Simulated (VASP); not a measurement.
A run of VASP 6.6.1 is set up as follows.

INCAR

```
SYSTEM = Nb5As4Pd4
PREC = Accurate
ENCUT = 520
EDIFF = 1E-6
ISMEAR = -1
SIGMA = 0.1
LREAL = .FALSE.
LASPH = .TRUE.
NELM = 100
ALGO = Fast
ISIF = 2
LWAVE = .FALSE.
LCHARG = .FALSE.
GGA = PE
NBANDS = 74
```

File KPOINTS:

```
Automatic mesh
0
G
  2 3 3
  0 0 0
```

Contents of POSCAR:

```
Nb5As4Pd4
1.0
    5.3937030000     -0.9812960000     -4.6031270000
    1.0600350000      5.8327000000      1.4337030000
    1.6758820000      0.4055080000      5.8072780000
As Nb Pd
4 5 4
Direct
    0.7622696168      0.1298293549      0.3828714794
    0.2755342518      0.4589938486      0.6276059621
    0.6280912869      0.2645664231      0.6268135066
    0.3742800403      0.0434041584      0.3383362889
    0.4805813744      0.8593893849      0.0770197261
    0.9088604059      0.3457774846      0.0986756027
    0.1561685137      0.9395677339      0.5855983514
    0.6163840817      0.6778846419      0.6223760880
    0.8619288647      0.6004144321      0.4031759899
    0.0545305872      0.2021018574      0.7949785044
    0.2875175933      0.4496775476      0.0507897069
    0.8032339394      0.9118327264      0.9627122239
    0.1561151266      0.7345369675      0.1877802131
```

Potentials or basis: VASP PAW PBE potentials, release 64 (As, Nb_sv, Pd).

Command:

```sh
$ cat potpaw_PBE.64/As/POTCAR potpaw_PBE.64/Nb_sv/POTCAR potpaw_PBE.64/Pd/POTCAR > POTCAR
$ mpirun -np 1 vasp_std > vasp.out
```

(1) Estimate the pressure.

(2) Estimate the band gap on the k mesh.

(3) Estimate the largest force.

Results:

(1) 11.5 GPa.

(2) none (metal or under the smearing width).

(3) 3.382 eV/Å.

Caveat: the k mesh is coarse (spacing up to 0.48 Å⁻¹), so the values aren't converged.
